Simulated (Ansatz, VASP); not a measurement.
## Os (Osmium): VASP beside Ansatz

One calculation is typed for both programs; each brings its own data sets. How far apart do they land? The cell is taken from a series of runs on this material, whose earlier steps may have relaxed, scaled, displaced or heated it; both programs get it as it stands.

Main program and level: Ansatz 0.2.0; plane waves, with VASP 6.6.1 beside it; zone-centre phonons at LDA.

## (1) Starting point

Symmetry: P6_3/mmc, No. 194, hexagonal system. The conventional cell has a = 2.771 Å, b = 2.771 Å, c = 4.366 Å, α = 90.00°, β = 90.00°, γ = 120.00°. Os has 12 Os at 2.71 to 2.77 Å nearest.

## (2) VASP: zone-centre phonons, LDA

Second derivatives magnify differences that forces hide, and they need a tight electronic threshold.

Lines of VASP's logs that name or quote its potential files are left out, and so is its time.

Contents of INCAR:

```
SYSTEM = Os
PREC = Accurate
ENCUT = 600
EDIFF = 1E-08
NELM = 120
ISMEAR = 1
SIGMA = 0.2
LREAL = .FALSE.
ALGO = Normal
GGA = CA
NBANDS = 14
LASPH = .TRUE.
LORBIT = 11
LWAVE = .FALSE.
LCHARG = .FALSE.
ISIF = 2
IBRION = 8
GGA_COMPAT = .FALSE.
KPAR = 2
```

Contents of POSCAR:

```
Os
1.0
    2.7714065665      0.0000000000      0.0000000000
   -1.3857032833      2.4001084908      0.0000000000
    0.0000000000      0.0000000000      4.3658812471
Os
2
Direct
    0.3333333333      0.6666666667      0.2500000000
    0.6666666667      0.3333333333      0.7500000000
```

Contents of KPOINTS:

```
Automatic mesh
0
Gamma
18 18 12
0 0 0
```

The projector-augmented-wave data sets are Os (LDA family, release 64).

Launch:

```
$ mpirun -np 2 vasp_std
```

Numbers of over 12 decimals in the logs are rounded to 6 here.

What it wrote:

```text
[banner, memory and clock lines left out]
running    2 mpi-ranks, on    1 nodes
 distrk:  each k-point on    1 cores,    2 groups
 distr:  one band on    1 cores,    1 groups

 POSCAR found type information on POSCAR Os
 POSCAR found :  1 types and       2 ions
 LDA part: xc-table for (Slater(with rela. corr.)+CA(PZ))
 , standard interpolation
 POSCAR, INCAR and KPOINTS ok, starting setup
 FFT: planning ... GRIDC
 FFT: planning ... GRID_SOFT
 FFT: planning ... GRID
 WAVECAR not read
 entering main loop
       N       E                     dE             d eps       ncg     rms          rms(c)
DAV:   1     0.106596528088E+03    0.10660E+03   -0.81755E+03  7252   0.122E+03
DAV:   2    -0.207850976946E+02   -0.12738E+03   -0.11257E+03  7488   0.352E+02
DAV:   3    -0.268011445055E+02   -0.60160E+01   -0.56892E+01  9480   0.665E+01
DAV:   4    -0.268740320975E+02   -0.72888E-01   -0.72321E-01  7950   0.746E+00
DAV:   5    -0.268744259672E+02   -0.39387E-03   -0.39383E-03  9348   0.501E-01    0.301E+01
DAV:   6    -0.255314365600E+02    0.13430E+01   -0.14320E+00  8818   0.106E+01    0.124E+01
DAV:   7    -0.252080675513E+02    0.32337E+00   -0.73272E-01  9182   0.746E+00    0.756E-01
DAV:   8    -0.251996349264E+02    0.84326E-02   -0.64225E-03  7330   0.604E-01    0.329E-01
DAV:   9    -0.251973801280E+02    0.22548E-02   -0.12385E-03  8644   0.361E-01    0.510E-02
DAV:  10    -0.251973890552E+02   -0.89272E-05   -0.25082E-05  9040   0.408E-02    0.181E-02
DAV:  11    -0.251973815553E+02    0.74999E-05   -0.22151E-06  8230   0.161E-02    0.176E-03
DAV:  12    -0.251973814467E+02    0.10863E-06   -0.70318E-08  8770   0.283E-03    0.110E-04
DAV:  13    -0.251973814472E+02   -0.51011E-09   -0.17291E-09  5150   0.397E-04
   1 F= -.25197381E+02 E0= -.25197379E+02  d E =-.605571E-05
 Linear response reoptimize wavefunctions to high precision
DAV:   1    -0.251973814469E+02    0.31855E-09   -0.13830E-10  5462   0.115E-04
DAV:   2    -0.251973814469E+02   -0.29331E-10   -0.15505E-11  4232   0.433E-05
 Linear response DOF=           2
 Linear response progress:
  Degree of freedom:   1/  2
       N       E                     dE             d eps       ncg     rms          rms(c)
RMM:   1    -0.197563137246E+00   -0.19756E+00   -0.11184E-01 53285   0.247E+00
RMM:   2    -0.194511147492E+00    0.30520E-02   -0.15857E-03 45062   0.482E-01    0.150E-01
RMM:   3    -0.193324965135E+00    0.11862E-02   -0.50394E-04 50094   0.151E-01    0.836E-02
RMM:   4    -0.192692950142E+00    0.63201E-03   -0.74040E-04 50487   0.179E-01    0.110E-02
RMM:   5    -0.192765069633E+00   -0.72119E-04   -0.12192E-05 51882   0.257E-02    0.354E-03
RMM:   6    -0.192750710332E+00    0.14359E-04   -0.83273E-07 51885   0.613E-03    0.161E-03
RMM:   7    -0.192744914989E+00    0.57953E-05   -0.77628E-08 52917   0.230E-03    0.783E-04
RMM:   8    -0.192741937994E+00    0.29770E-05   -0.17884E-08 51896   0.108E-03    0.844E-05
RMM:   9    -0.192741493342E+00    0.44465E-06    0.41151E-08 53761   0.153E-04    0.228E-05
RMM:  10    -0.192741359828E+00    0.13351E-06   -0.36321E-09 52890   0.293E-05    0.402E-06
RMM:  11    -0.192741340868E+00    0.18960E-07   -0.82567E-10 53566   0.161E-05    0.109E-06
RMM:  12    -0.192741347721E+00   -0.68524E-08   -0.12330E-09 42897   0.120E-05    0.385E-07
 first order change of Fermi-energy   0.34000E-04
 force on displaced ion       1 direction 1 :  -8.320   0.001   0.000
 Linear response progress:
  Degree of freedom:   2/  2
       N       E                     dE             d eps       ncg     rms          rms(c)
RMM:   1    -0.249615686829E+00   -0.24962E+00   -0.14136E-01 18572   0.261E+00
RMM:   2    -0.241740300139E+00    0.78754E-02   -0.42797E-03 15199   0.676E-01    0.178E-01
RMM:   3    -0.241207766693E+00    0.53253E-03   -0.52023E-04 17691   0.142E-01    0.996E-02
RMM:   4    -0.241287683584E+00   -0.79917E-04   -0.37762E-04 17599   0.145E-01    0.113E-02
RMM:   5    -0.241343130219E+00   -0.55447E-04    0.20267E-05 18216   0.177E-02    0.555E-03
RMM:   6    -0.241352412546E+00   -0.92823E-05    0.66412E-06 17939   0.375E-03    0.399E-03
RMM:   7    -0.241367946519E+00   -0.15534E-04    0.54199E-07 18100   0.383E-03    0.431E-04
RMM:   8    -0.241366056748E+00    0.18898E-05   -0.20511E-07 18301   0.571E-04    0.144E-04
RMM:   9    -0.241364712782E+00    0.13440E-05    0.67730E-08 18381   0.199E-04    0.251E-05
RMM:  10    -0.241364713808E+00   -0.10266E-08    0.42001E-08 17392   0.593E-05    0.341E-06
 first order change of Fermi-energy   0.17729E-03
 force on displaced ion       1 direction 3 :  -0.000   0.000 -12.964
 Linear response finished
```

Parts of OUTCAR (step 2):

```text
ion  position               nearest neighbor table
   1  0.333  0.667  0.250-   2 2.71   2 2.71   2 2.71   2 2.71   2 2.71   2 2.71
   2  0.667  0.333  0.750-   1 2.71   1 2.71   1 2.71   1 2.71   1 2.71   1 2.71

  LATTYP: Found a hexagonal cell.
 ALAT       =     2.7714065665
 C/A-ratio  =     1.5753304838

 Subroutine GETGRP returns: Found 24 space group operations
 (whereof 12 operations were pure point group operations)

The static configuration has the point symmetry D_3d.
 The point group associated with its full space group is D_6h.

 Found    259 irreducible k-points:

   k-points           NKPTS =    259   k-points in BZ     NKDIM =    259   number of bands    NBANDS=     14

   dimension x,y,z NGX =    24 NGY =   24 NGZ =   36
   dimension x,y,z NGXF=    48 NGYF=   48 NGZF=   72

   ENCUT  =  600.0 eV  44.10 Ry    6.64 a.u.   5.54  5.54  8.72*2*pi/ulx,y,z

   NELECT =      16.0000    total number of electrons

 k-points in reciprocal lattice and weights: Automatic mesh
   0.00000000  0.00000000  0.00000000       0.000
   0.05555556  0.00000000  0.00000000       0.002
   0.11111111  0.00000000  0.00000000       0.002
   0.16666667 -0.00000000  0.00000000       0.002
   0.22222222  0.00000000  0.00000000       0.002
   0.27777778  0.00000000  0.00000000       0.002
   0.33333333  0.00000000  0.00000000       0.002
   0.38888889  0.00000000  0.00000000       0.002
   0.44444444  0.00000000  0.00000000       0.002
[...]
0.33333333  0.27777778  0.50000000       0.003
   0.33333333  0.33333333  0.50000000       0.001

 average (electrostatic) potential at core
       1 -44.1066       2 -44.1066

  Total       -3.9910478     -3.9910478     -4.0102881      0.0000000     -0.0000000      0.0000000
  in kB     -220.1884220   -220.1884220   -221.2499199      0.0000000     -0.0000000      0.0000000
  external PRESSURE =    -220.5422546 kB  Pullay stress =       0.0000000 kB

  energy-cutoff  :      600.00
  volume of cell :       29.04
      direct lattice vectors                 reciprocal lattice vectors
     2.771406567  0.000000000  0.000000000     0.360827607  0.208323916  0.000000000
    -1.385703283  2.400108491  0.000000000     0.000000000  0.416647832  0.000000000
     0.000000000  0.000000000  4.365881247     0.000000000  0.000000000  0.229048832

 POSITION                                       TOTAL-FORCE (eV/Angst)
 -----------------------------------------------------------------------------------
     -0.00000      1.60007      1.09147         0.000000     -0.000000      0.000000
      1.38570      0.80004      3.27441        -0.000000      0.000000      0.000000
 -----------------------------------------------------------------------------------
    total drift:                                0.000000     -0.000000     -0.000000

 Eigenvectors and eigenvalues of the dynamical matrix
 ----------------------------------------------------

   1 f  =    5.771949 THz    36.266228 2PiTHz  192.531511 cm-1    23.870854 meV
             X         Y         Z           dx          dy          dz
     -0.000000  1.600072  1.091470     0.000000    0.000000    0.707107
      1.385703  0.800036  3.274411    -0.000000   -0.000000   -0.707107

   2 f  =    4.624022 THz    29.053587 2PiTHz  154.240771 cm-1    19.123410 meV
             X         Y         Z           dx          dy          dz
     -0.000000  1.600072  1.091470     0.519588   -0.479613   -0.000000
      1.385703  0.800036  3.274411    -0.519588    0.479613   -0.000000

   3 f  =    4.624022 THz    29.053587 2PiTHz  154.240771 cm-1    19.123410 meV
             X         Y         Z           dx          dy          dz
     -0.000000  1.600072  1.091470     0.479613    0.519588    0.000000
      1.385703  0.800036  3.274411    -0.479613   -0.519588    0.000000

   4 f  =    0.000000 THz     0.000000 2PiTHz    0.000002 cm-1     0.000000 meV
             X         Y         Z           dx          dy          dz
     -0.000000  1.600072  1.091470    -0.052942    0.129727    0.693086
      1.385703  0.800036  3.274411    -0.052942    0.129727    0.693086

   5 f  =    0.000000 THz     0.000000 2PiTHz    0.000002 cm-1     0.000000 meV
             X         Y         Z           dx          dy          dz
     -0.000000  1.600072  1.091470     0.661851   -0.230587    0.093716
      1.385703  0.800036  3.274411     0.661851   -0.230587    0.093716

   6 f/i=    0.000000 THz     0.000000 2PiTHz    0.000001 cm-1     0.000000 meV
             X         Y         Z           dx          dy          dz
     -0.000000  1.600072  1.091470     0.243208    0.655744   -0.104160
      1.385703  0.800036  3.274411     0.243208    0.655744   -0.104160

 ELASTIC MODULI CONTR FROM IONIC RELAXATION (kBar)
 Direction    XX          YY          ZZ          XY          YZ          ZX
 --------------------------------------------------------------------------------
 XX          -9.8088      9.8088     -0.0000      0.0000      0.0000     -0.0000
 YY           9.8088     -9.8088      0.0000      0.0000     -0.0000      0.0000
 ZZ          -0.0000      0.0000     -0.0000     -0.0000      0.0000     -0.0000
 XY           0.0000      0.0000     -0.0000     -9.8088     -0.0000      0.0000
 YZ           0.0000     -0.0000      0.0000     -0.0000     -0.0000      0.0000
 ZX          -0.0000      0.0000     -0.0000      0.0000      0.0000     -0.0000
 --------------------------------------------------------------------------------
```

## (3) Ansatz: zone-centre phonons, LDA

Ansatz runs on its PAW soft_1 files.

The same cell, functional (in two slightly different forms), mesh and smearing now go to Ansatz, which takes its cutoff from its data sets.

Contents of input.yaml:

```yaml
crystal:
  lattice:
    - [2.7714065665, 0.0, 0.0]
    - [-1.3857032833, 2.4001084908, 0.0]
    - [0.0, 0.0, 4.3658812471]
  atoms:
    - { symbol: Os, position: [0.3333333333, 0.6666666667, 0.25] }
    - { symbol: Os, position: [0.6666666667, 0.3333333333, 0.75] }
kpoints:
  mp_grid: { grid: [18, 18, 12] }
hamiltonian:
  xc: lda
  pseudopotentials: { kind: paw, azcp: { folder: soft_1 }, xc_functional: pbe }
scf:
  occupations: { method: methfessel_paxton, width: 0.2 }
output:
  eigenvalues: true
phonons:
  method: dfpt
```

Launch:

```
$ ansatz run input.yaml --threads 4 --pin off --max-ram 10240MiB --backend cpu --events-out ev --progress --plain --runs-dir out
```

What it wrote:

```text
zone centre: on kpoints.mp_grid the ground state, and the responses unless they are solved on pairs of k-points, stand on 637 of the mesh's 3888 k-points, reduced under 4 symmetry operations, with k and −k counted as one. Each operation leaves every solved displacement unchanged or reverses it
Engine: ansatz 0.2.0, aarch64-unknown-linux-gnu
Pseudopotentials: kind: paw
Pseudopotential: Os, paw, valence charge 16, recommended cutoff 420 eV (normal), soft_1/Os.paw.azcp
Functional definition: SPW92
  exchange = slater_x
  correlation = pw_c
Crystal: 2 atoms, lattice volume = 29.040 Å³
Basis set: ecut = 420 eV, 579 PW (Γ), exchange–correlation on 40×40×60 points (8 copies of the dense FFT grid, shifted against one another)
Bands: 20, of which v1, the nominal top of the filled ones, is band 16 counted from 1 (15 counted from 0)
Symmetry: 24 space group operations
k-points: 637 of 3888 (irreducible under 4 space group operations, time reversal used)
Non-local potential: Os, projectors of the file, l = 0: 3, l = 1: 2, l = 2: 2, l = 3: 1
PAW form: soft (Blöchl's): semilocal exchange-correlation on the pseudo side does not see the compensation charge
PAW frozen core: Os, regenerated for the run's functional, and the local potential with it (the file was generated under x = pbe(κ = 0.804, μ = 0.219515), c = pbe(β = 0.066725))
PAW one-centre angular grid: Os, 590 points (default); XC on 64 Gauss nodes
Initial density: superposition of atomic densities (chi_scale 0.1, normalization cell)
Initial wavefunctions: pseudopotential atomic-orbital guess
Functional: x = slater, c = lda
SCF iter   1: F=—  HF=-22239.304481 eV  |F-HF|=—  |Δ(HF+E_count)|=         —  Δρ=6.02e-2  dr2=9.18e-1  ethr=3.10e-3  ⟨swp⟩=5.0  Hψ=115257  notcnv=0  defer=34
automatic band count: the SCF goes on with 24 bands, as 20 were too few: they end inside the smearing window of the response
preconditioner: auto → none  [metal: Δε(μ)=0.029 eV  Ē_g=11.661 eV  σ=0.200 eV  W_gap=0.12  n_scr=8 (ndim 8)  ℏωp=27.6 eV  f_vac=0.000  D(μ)=1.33/eV (n_scr^D=10)  sad-step TF]
SCF iter   2: F=—  HF=-22239.061008 eV  |F-HF|=—  |Δ(HF+E_count)|=   2.43e-1  S|Δr|=    0.00e0  Δρ=3.53e-2  dr2=3.08e-1  ethr=2.87e-3  ⟨swp⟩=2.0  Hψ=23022  notcnv=0  defer=486
SCF iter   3: F=—  HF=-22238.947635 eV  |F-HF|=—  |Δ(HF+E_count)|=   1.13e-1  S|Δr|=    0.00e0  Δρ=1.63e-3  dr2=3.90e-4  ethr=9.62e-4  ⟨swp⟩=2.0  Hψ=21806  notcnv=0  defer=486
SCF iter   4: F=—  HF=-22238.947250 eV  |F-HF|=—  |Δ(HF+E_count)|=   3.85e-4  S|Δr|=    0.00e0  Δρ=2.33e-4  dr2=5.55e-6  ethr=1.22e-6  ⟨swp⟩=2.2  Hψ=23915  notcnv=0  defer=733
SCF iter   5: F=—  HF=-22238.947248 eV  |F-HF|=—  |Δ(HF+E_count)|=   2.83e-6  S|Δr|=    0.00e0  Δρ=5.44e-5  dr2=6.19e-7  ethr=1.73e-8  ⟨swp⟩=2.0  Hψ=23903  notcnv=0  defer=733
SCF iter   6: F=—  HF=-22238.947254 eV  |F-HF|=—  |Δ(HF+E_count)|=   6.86e-6  S|Δr|=    0.00e0  Δρ=9.78e-6  dr2=1.88e-8  ethr=1.93e-9  ⟨swp⟩=2.5  Hψ=21674  notcnv=0  defer=853
SCF iter   7: F=—  HF=-22238.947254 eV  |F-HF|=—  |Δ(HF+E_count)|=   6.72e-9  S|Δr|=    0.00e0  Δρ=1.57e-6  dr2=2.19e-10  ethr=5.86e-11  ⟨swp⟩=2.3  Hψ=21845  notcnv=0  defer=855
SCF iter   8: F=—  HF=-22238.947254 eV  |F-HF|=—  |Δ(HF+E_count)|=  8.73e-11  S|Δr|=    0.00e0  Δρ=2.36e-7  dr2=1.08e-11  ethr=1.00e-12  ⟨swp⟩=10.7  Hψ=76233  notcnv=0
SCF iter   9: F=-22238.947254 eV  HF=-22238.947254 eV  |F-HF|=7.28e-12  |Δ(HF+E_count)|=  1.46e-11  S|Δr|=    0.00e0  Δρ=4.38e-8  dr2=3.23e-13  ethr=1.00e-12  ⟨swp⟩=5.0  Hψ=52278  notcnv=0
SCF 1 converged in 9 iterations: F = -22238.947254 eV  dr2 = 3.23e-13
  greatest PAW one-centre occupation: 1.000 electrons in one spin orbital (limit 2), on the Os atom at site 1 (counted from 0), in its partial waves of l = 0
DFPT response loops at Γ: preconditioner auto → Kerker (q_TF=auto, 2.773 Å⁻¹) (partly filled bands, converged f_vac=0.000); β = 1.00, the filter's whole step (`scf.mixing.beta` (0.50) is not read by the response loops under this deck's `scf.mixing.preconditioner`; to damp them name `kerker` or `kerker_dos`, under which they read `scf.mixing.beta`, and type it under 1.00, their step now; both keys bind the ground state too); Broyden in place of MSR1
SCF converged after 9 iterations
Stability not checked: this state was not tested for a lower state beside it, because cold or Methfessel-Paxton smearing, or corrected tetrahedra, fill the levels in a way that the test cannot read (fill_not_monotonic; see scf.lower_state_search)
Free energy (F): -22238.947254 eV
Harris-Foulkes:  -22238.947254 eV  (|F-HF|=7.28e-12)
Internal energy: -22238.947280 eV  (E = F + TS)
E sigma→0 (E₀):  -22238.947261 eV
Entropy (-TS):   0.000026 eV (0.013 meV/atom)
Fermi energy:    24.502714 eV
--- Per-component energies (eV) ---
  E_band       = -174.337842
  E_kinetic    = 981.519836
  E_local      = -1910.860438  (includes V_loc(G=0)·N_el)
  E_nonlocal   = 405.154358
  E_hartree    = 675.784770
  E_xc         = -464.319292
  E_vxc        = -491.258403  (∫ρ·V_xc dr)
  E_paw        = -17563.731016  (= ΣΔE_a)
  E_vpaw       = -510.463630  (= ΣTr[D̂ρ^β])
  E_aug_tail   = 0.000868  (compensation charges beyond the density's cutoff)
  E_ewald      = -4363.222013
  E_core_change = 0.725646  (= ΣΔE_core)
  E_smearing   = 0.000026  (= −TS)
  E_closure    = 0.000000  (closes the sum)
  Σ components = -22238.947254   (vs F -22238.947254, Δ=0.00e0)
--- Band table (eV; the first three rows and the last of 637) ---
  k-point 0: bands = [... 12 lower, 21.8710, 22.4004, 22.4004, 22.9921, 22.9921, 24.6164, 26.1053, 26.1053, ... 4 higher]
  k-point 1: bands = [... 12 lower, 21.8220, 22.3444, 22.3444, 23.1246, 23.1246, 24.3195, 26.1172, 26.1172, ... 4 higher]
  k-point 2: bands = [... 12 lower, 21.6847, 22.1931, 22.1931, 23.4600, 23.4600, 23.5874, 26.1313, 26.1313, ... 4 higher]
  k-point 636: bands = [... 12 lower, 21.2498, 21.2498, 22.9564, 22.9564, 26.6426, 26.6426, 29.1114, 29.1114, ... 4 higher]
--- Phonons (Γ-DFPT): 2 representative perturbations + reference, on 637 of 3888 k-points (Σ response iterations 4) ---
  k mesh reduced under 4 symmetry operations, with k and −k counted as one. Each operation leaves every solved displacement unchanged or reverses it
  ASR residual: 4.482e-5 → 0.000e0 eV/Å²; symmetrization residual: 8.088e-10 eV/Å²
  ASR residual per site (eV/Å²): 4.48e-5 4.48e-5
  Γ frequencies (cm⁻¹): 0.00 0.00 0.00 155.04 155.04 194.53
  non-analytic LO–TO correction: not included (Born effective charges unavailable; polar crystals: no LO–TO splitting at Γ)
```

## (4) Comparison

Known differences besides the potentials themselves: the two LDA forms differ slightly; the data sets hold 32 valence electrons in Ansatz (on its PAW soft_1 files) and 16 in VASP; the cutoff is 420 eV in Ansatz and 600 eV in VASP; VASP's log shows a relativistic correction to its local exchange, Ansatz's none. Total energies have different zeros and are not compared.

The two programs side by side:

| quantity | Ansatz | VASP | difference |
| --- | --- | --- | --- |
| optical mode 1 to 2 (cm⁻¹) | 155.0 | 154.2 | +0.52 % |
| optical mode 3 (cm⁻¹) | 194.5 | 192.5 | +1.04 % |

Modes are paired by rising frequency, not by their patterns, so a pair may set unlike modes beside each other; they are those without the splitting of longitudinal modes.

## (5) Summary of results

```json
{"r.m.s. difference of the optical zone-centre modes, each program's sorted by frequency (zone-centre phonons, LDA)": "1.3 cm⁻¹", "difference in optical mode 3 (zone-centre phonons, LDA)": "+1.0 %"}
```

What this shows: The r.m.s. difference of the optical zone-centre modes, each program's sorted by frequency is 1.3 cm⁻¹ (zone-centre phonons, LDA). The data sets hold unlike numbers of valence electrons (32 in Ansatz and 16 in VASP), so part of the differences comes from the potentials. Among the rows given in per cent, the largest difference of the zone-centre phonons, LDA pair is in optical mode 3, +1.0 %. Such differences can come from data sets, numerical settings and the points named under the comparisons, not from the functional's error against experiment.

[Lines on the potential files, build, host, timing and source positions are cut from VASP's logs without a mark.]

[Logs are printed without paths, hosts, clocks, repeated set-up lines and the standing remarks that a program may print on its own settings, such as how far it seeks lower states.]

[Hosts, paths, dates, database ids (printed as entryN), source tags and the programs' standing remarks are cut or masked in the printed files.]
